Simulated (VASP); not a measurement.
Wanted: the native input for a VASP 6.6.1 run.

```yaml
Task: single point
Functional: PBE
Potentials_or_basis: VASP PAW PBE potentials, release 64 (Rb_sv, Zr_sv, Br)
Cutoff: 520 eV
k_mesh: 6 × 6 × 4
Occupations: gaussian, width 0.1 eV
Spin: no spin polarisation
Dipole_correction: no
Further_INCAR_settings: ALGO = Normal; EDIFF = 1e-06; NBANDS = 26
```

The structure of RbZrBr2 lies in POSCAR:

```
RbZrBr2
1.0
    3.5370919788      0.0000000000      0.0000000000
    0.0000000000      3.5370919788      0.0000000000
    0.0000000000      0.0000000000      8.9041293606
Rb Zr Br
1 1 2
Direct
    0.0000000000      0.0000000000      0.5000000000
    0.0000000000      0.0000000000      0.0000000000
    0.5000000000      0.5000000000      0.1833448770
    0.5000000000      0.5000000000      0.8166551230
```

The cell was built by a generator and needn't be a form met in nature.

One way to write it, as run:

INCAR

```
SYSTEM = RbZrBr2
PREC = Accurate ; ENCUT = 520
EDIFF = 1E-6 ; ISMEAR = 0
SIGMA = 0.1 ; LREAL = .FALSE.
LASPH = .TRUE. ; NELM = 100
ALGO = Normal ; ISIF = 2
LWAVE = .FALSE. ; LCHARG = .FALSE.
GGA = PE ; NBANDS = 26
```

KPOINTS

```
regular mesh
0
G
  6 6 4
  0 0 0
```

Potentials or basis: VASP PAW PBE potentials, release 64 (Rb_sv, Zr_sv, Br).

The run is started by

```console
$ cat potpaw_PBE.64/Rb_sv/POTCAR potpaw_PBE.64/Zr_sv/POTCAR potpaw_PBE.64/Br/POTCAR > POTCAR
$ mpirun -np 1 vasp_std > vasp.out
```

Results of the run:

The pressure is -0.1 GPa and the largest force is 0.003 eV/Å. The band gap on the k mesh is none (metal or under the smearing width).

Caveat: an odd number of electrons without spin polarisation forces a metal; a magnetic or distorted state may lie lower.

It took 49 s on 1 thread of AMD EPYC 9R14 (Zen 4), with other jobs on the host, peak memory 0.24 GiB.
